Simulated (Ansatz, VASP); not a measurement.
One calculation of YGe2S3, two programs

The input INCAR:

```
SYSTEM = YGe2S3
PREC     = Accurate       ! precision mode
ENCUT    = 520            ! plane-wave cutoff, eV
EDIFF    = 1E-6           ! SCF threshold, eV
ISMEAR   = 0              ! smearing method
SIGMA    = 0.1            ! smearing width, eV
LREAL    = .FALSE.        ! projectors in reciprocal space
LASPH    = .TRUE.         ! aspherical terms in the spheres
NELM     = 100            ! most SCF steps
ALGO     = Normal         ! electronic algorithm
ISIF     = 2              ! what is computed and relaxed
LWAVE    = .FALSE.        ! write WAVECAR
LCHARG   = .FALSE.        ! write CHGCAR
GGA      = PE             ! functional
NBANDS   = 38             ! bands
```

Contents of KPOINTS:

```
Automatic mesh
0
G
  3 3 4
  0 0 0
```

Contents of POSCAR:

```
YGe2S3
1.0
    5.8809153500      0.0000000000      0.0000000000
   -2.9404576700      5.0930220900      0.0000000000
    0.0000000000      0.0000000000      4.1305758800
Y Ge S
1 2 3
Direct
    0.0000000000      0.0000000000      0.8888130200
    0.6666666700      0.3333333300      0.9631379800
    0.3333333300      0.6666666700      0.9631379800
    0.5000000000      0.5000000000      0.4595159900
    0.5000000000      0.0000000000      0.4595159900
    0.0000000000      0.5000000000      0.4595159900
```

Input for Ansatz:

```yaml
crystal:
  lattice:
    - [5.88091535, 0.0, 0.0]
    - [-2.94045767, 5.09302209, 0.0]
    - [0.0, 0.0, 4.13057588]
  atoms:
    - { symbol: "Y", position: [0.0, 0.0, 0.88881302] }
    - { symbol: Ge, position: [0.66666667, 0.33333333, 0.96313798] }
    - { symbol: Ge, position: [0.33333333, 0.66666667, 0.96313798] }
    - { symbol: S, position: [0.5, 0.5, 0.45951599] }
    - { symbol: S, position: [0.5, 0.0, 0.45951599] }
    - { symbol: S, position: [0.0, 0.5, 0.45951599] }
basis:
  ecutwfc: 420
kpoints:
  mp_grid: { grid: [3, 3, 4] }
hamiltonian:
  xc: pbe
scf:
  occupations: { method: gaussian, width: 0.1 }
  lower_state_search: "off"
output:
  forces: true
  stress: true
  eigenvalues: true
```

Change from the starting cell: species swapped into the ErCo3Ge2 type (P6mm, No. 183).

Alike in both runs: task single point; functional PBE; k mesh 3 × 3 × 4; occupations gaussian, width 0.1 eV; no spin polarisation.

|  | VASP | Ansatz |
| --- | --- | --- |
| version | VASP 6.6.1 | Ansatz 0.2.0 |
| potentials or method | VASP PAW PBE potentials, release 64 (Y_sv, Ge_d, S) | scalar-relativistic, plane waves, PAW |
| plane-wave cutoff (eV) | 520 | 420 |
| valence electrons in the cell | 57 | 57 |

```tsv
	VASP	Ansatz	Ansatz less VASP
gap on the k mesh at the Fermi level (eV)	none	none	-
pressure (GPa)	-0.1	-0.1	+0.01
largest component of the traceless stress (GPa)	4.63	4.63	-0.006
rms of the force components (eV/Å)	0.128	0.128	0.0000
```

Atom by atom the forces differ by 0.000 eV/Å (rms over components). A gap of «none» marks a metal or a gap that the smearing closes.

Caveats: the k mesh is coarse (spacing up to 0.41 Å⁻¹), so the values aren't converged.
